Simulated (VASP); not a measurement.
Write the native input for VASP 6.6.1 that does the following.

```yaml
Task: single point
Functional: PBEsol
Potentials_or_basis: VASP PAW PBE potentials, release 64 (Na_pv, N)
Cutoff: 520 eV
k_mesh: 2 × 2 × 2
Occupations: fermi-dirac, width 0.15 eV
Spin: no spin polarisation
Dipole_correction: no
Further_INCAR_settings: LREAL = Auto; ALGO = Fast; EDIFF = 1e-06; NBANDS = 72
```

The structure of Na16N (a cell with a defect) lies in POSCAR:

```
Na16N
1.0
    8.4600000000      0.0000000000      0.0000000000
    0.0000000000      8.4600000000      0.0000000000
    0.0000000000      0.0000000000      8.4600000000
Na N
16 1
Direct
    0.0109439522     -0.0249613385     -0.0001180168
    0.5032930247     -0.0044560989     -0.0001101041
    0.0109880696      0.5251552463     -0.0001176335
    0.0021681600     -0.0094906768      0.4999029735
    0.2055511698      0.2500995559      0.1997524385
    0.5032464560      0.5046729185     -0.0001098927
    0.5097667246      0.0356030377      0.4998753486
    0.8106393749      0.2501225135      0.1950807440
    0.0022097959      0.5097162277      0.4999024129
    0.2792926341      0.7501207338      0.2717005691
    0.2055419111      0.2501001481      0.8000384601
    0.5097161359      0.4646154465      0.4998742294
    0.7349158938      0.7500790345      0.2658023177
    0.8106538725      0.2501228541      0.8047220228
    0.2793047205      0.7501196054      0.7280703622
    0.7349064866      0.7500781436      0.7339783580
    0.0110986178      0.2501049485     -0.0001100896
```

The cell was built by a generator and needn't be a form met in nature.

One way to write it, as run:

INCAR

```
SYSTEM = Na16N
ALGO = Fast
EDIFF = 1E-6
ENCUT = 520
GGA = PS
ISIF = 2
ISMEAR = -1
LASPH = .True.
LCHARG = .False.
LREAL = Auto
LWAVE = .False.
NBANDS = 72
NELM = 100
PREC = Accurate
SIGMA = 0.15
```

KPOINTS

```
k-points
0
Gamma
  2 2 2
  0 0 0
```

Potentials or basis: VASP PAW PBE potentials, release 64 (Na_pv, N).

The run is started by

```bash
$ cat potpaw_PBE.64/Na_pv/POTCAR potpaw_PBE.64/N/POTCAR > POTCAR
$ mpirun -np 1 vasp_std > vasp.out
```

Results of the run:

* Pressure: -0.3 GPa
* Largest force: 0.031 eV/Å
* Band gap on the k mesh: none (metal or under the smearing width)

Caveat: the k mesh is coarse (spacing up to 0.37 Å⁻¹), so the values aren't converged; the PAW data sets were made with another functional, which shifts forces and pressure a little.

It took 5 min on 1 thread of Intel(R) Xeon(R) 6975P-C (Granite Rapids), with other jobs on the host, peak memory 0.62 GiB.
